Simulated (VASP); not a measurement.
**V (relaxed from the beta-Sn structure, space group I4_1/amd): computed properties**

These are PBEsol GGA, VASP's PBE PAW potentials (set 64) (plane waves; VASP) values and carry that method's errors.

- space group: I4_1/amd (141)
- cell: a = b = 4.5680 Å, c = 2.5523 Å, α = β = γ = 90.00°
- volume per atom: 13.31 Å³/atom
- band gap (over mesh and band path): none (metal, semimetal or under 0.01 eV)
- band gap with spin-orbit coupling: none (metallic)
- density: 6.35 g/cm³
- optical Γ-point spectrum: 203, 344 (×2) cm⁻¹
- C11: 285 GPa
- C12: 106 GPa
- C13: 128 GPa
- C33: 301 GPa
- C44: 13.7 GPa
- C66: -110 GPa

```cif
data_V2
_chemical_formula_sum 'V2'
_space_group_name_H-M_alt 'P 1'
_space_group_IT_number 1
_cell_length_a 3.47299
_cell_length_b 3.47299
_cell_length_c 3.47299
_cell_angle_alpha 97.759
_cell_angle_beta 97.759
_cell_angle_gamma 136.884
loop_
_space_group_symop_operation_xyz
  'x, y, z'
loop_
_atom_site_label
_atom_site_type_symbol
_atom_site_fract_x
_atom_site_fract_y
_atom_site_fract_z
_atom_site_occupancy
V1 V 0.75000 0.25000 0.50000 1
V2 V 0.00000 0.00000 0.00000 1
```

Finite-difference elastic constants of metals are sensitive to mesh and smearing; shear constants can be off by tens of GPa.

The structure was generated: V was put into the beta-Sn type (I4_1/amd), which need not be its known phase. It was relaxed first, which changed the volume by -8 %. Symmetry was kept, so distortions that lower it aren't found.
